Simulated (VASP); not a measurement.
Input:

```
SrVO3
1.0
    3.83339     0.00000     0.00000
    0.00000     3.83339     0.00000
    0.00000     0.00000     3.83339
Sr V O
1 1 3
Direct
  0.00000   0.00000   0.00000
  0.50000   0.50000   0.50000
  0.50000   0.00000   0.50000
  0.00000   0.50000   0.50000
  0.50000   0.50000   0.00000
```

All values below come from r2SCAN meta-GGA, VASP's PBE PAW potentials (set 64) (plane waves; VASP 6.6.1). Run with 520 eV cut-off, 9×9×9 Γ-centred mesh, tetrahedra with Blöchl corrections, potentials Sr_sv V_sv O.

The cores are frozen, which limits the accuracy of field gradients.

Give the principal components of the electric field gradient (V/Å²) and the asymmetry η at each nucleus.

```tsv
atom	Vxx	Vyy	Vzz	η
Sr1	0.0	0.0	0.0	-
V2	0.0	0.0	0.0	-
O3	-16.0	-16.0	32.0	0.00
O4	-16.0	-16.0	32.0	0.00
O5	-16.0	-16.0	32.0	0.00
```

The compound is SrVO3 in the cubic perovskite structure. It was relaxed first. The run is not spin-polarised, so no magnetic state was tried.
